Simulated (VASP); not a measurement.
## GaB4: relaxation of cell and atoms with PBE

Crystal: GaB4.

```
CELL_PARAMETERS angstrom
3.71727 0.00000 0.00000
0.00000 3.71727 0.00000
0.00000 0.00000 3.71727
ATOMIC_POSITIONS crystal
Ga 0.00000 0.00000 0.00000
B 0.33428 0.33428 0.33428
B 0.66572 0.66572 0.33428
B 0.33428 0.66572 0.66572
B 0.66572 0.33428 0.66572
```

The cell was built by a generator and needn't be a form met in nature.

The cell isn't the ideal one: species swapped into the SnI4 type (P-43m, No. 215).

```
Program                : VASP 6.6.1
Task                   : relaxation of cell and atoms
Functional             : PBE
Potentials or basis    : VASP PAW PBE potentials, release 64 (Ga_d, B)
Cutoff                 : 600 eV
k mesh                 : 6 × 6 × 6
Occupations            : gaussian, width 0.1 eV
Spin                   : no spin polarisation
Dipole correction      : no
Further INCAR settings : ALGO = Normal; EDIFF = 1e-07; IBRION = 2; EDIFFG = -0.04; NSW = 90; ISIF = 3
```

```
Relaxed volume                         : 10.35 Å³/atom
Relaxed cell                           : a = 3.726 Å, b = 3.726 Å, c = 3.726 Å, α = 90.00°, β = 90.00°, γ = 90.00°
Space group after relaxing (to 0.05 Å) : P-43m (No. 215)
Energy gained by relaxing              : 0.5 meV/atom
Ionic steps                            : 3
Pressure after relaxing                : 0.4 GPa
Largest force after relaxing           : 0.034 eV/Å
Band gap on the k mesh                 : none (metal or under the smearing width)
```

Forces on the atoms (eV/Å):
```
Ga   0.000  0.000  0.000
B   -0.020 -0.020 -0.020
B    0.020  0.020 -0.020
B   -0.020  0.020  0.020
B    0.020 -0.020  0.020
```

The path:
```csv
step,energy change (eV),largest force (eV/Å),pressure (GPa),volume (Å³)
1,0.0000,0.1363,0.83,51.37
2,-0.0026,0.0473,0.33,51.76
3,-0.0026,0.0343,0.37,51.73
```

Final structure:
```
Ga B
1.0
     3.72610    0.00000    0.00000
     0.00000    3.72610    0.00000
     0.00000    0.00000    3.72610
Ga B
1 4
Direct
  0.00000 0.00000 0.00000
  0.33523 0.33523 0.33523
  0.66477 0.66477 0.33523
  0.33523 0.66477 0.66477
  0.66477 0.33523 0.66477
```

Levels at points of the mesh, in eV from the Fermi level:
| k point | band 9 | band 10 | band 11 | band 12 | band 13 | band 14 | band 15 | band 16 |
| --- | --- | --- | --- | --- | --- | --- | --- | --- |
| (0.00, 0.00, 0.00) | -3.51 | -3.51 | -2.11 | -2.11 | 1.20 | 1.20 | 1.20 | 5.88 |
| (0.50, 0.00, 0.00) | -2.44 | -2.44 | -1.89 | -1.28 | -0.61 | -0.61 | 3.35 | 3.61 |
| (0.50, 0.50, 0.00) | -6.71 | -2.06 | -2.05 | 0.01 | 0.01 | 1.70 | 4.52 | 4.56 |
| (0.50, 0.50, 0.50) | -5.91 | -4.78 | -3.78 | -3.78 | -3.78 | 4.94 | 4.94 | 6.22 |

Run time: 20 s on 1 thread of Intel(R) Xeon(R) 6975P-C (Granite Rapids) (shared host), peak memory 0.17 GiB.
